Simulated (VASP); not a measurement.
Here is the system:

```
CELL_PARAMETERS angstrom
      1.60484     0.92655     2.74667
     -1.60484     0.92655     2.74667
      0.00000    -1.85311     2.74667
ATOMIC_POSITIONS crystal
  Hg 0.76240 0.76240 0.76240
  O  0.23760 0.23760 0.23760
```

All values below come from PBE GGA, VASP's PBE PAW potentials (set 64) (plane waves; VASP). Run with 400 eV cut-off, 12×12×12 Γ-centred mesh, Fermi-Dirac smearing of 0.10 eV, potentials Hg O.

Problem. Give the energies of bands 2 to 10 at the high-symmetry points, in eV from the Fermi level.

Solution. 
| band | Γ | T | H2 | L | S0 | F |
|---|---|---|---|---|---|---|
| 2 | -6.70 | -9.03 | -7.53 | -8.99 | -7.74 | -7.40 |
| 3 | -6.47 | -7.74 | -6.97 | -7.75 | -6.75 | -5.93 |
| 4 | -6.47 | -7.74 | -6.91 | -7.67 | -6.65 | -5.67 |
| 5 | -5.98 | -5.38 | -5.03 | -5.38 | -5.50 | -5.03 |
| 6 | -5.98 | -5.38 | -4.83 | -5.24 | -5.21 | -5.02 |
| 7 | -2.67 | -4.12 | -4.10 | -3.97 | -4.09 | -4.73 |
| 8 | -2.54 | 0.07 | -3.73 | -0.26 | -3.48 | -3.68 |
| 9 | -2.34 | 0.07 | -2.19 | -0.04 | -1.45 | -3.30 |
| 10 | -2.34 | 3.62 | 3.90 | 3.64 | 3.27 | 1.28 |

It has no gap at this level: it comes out as a metal or semimetal.

The structure was generated: HgO was put into an ordered model structure, which need not be its known phase. The cell was not relaxed at this level.
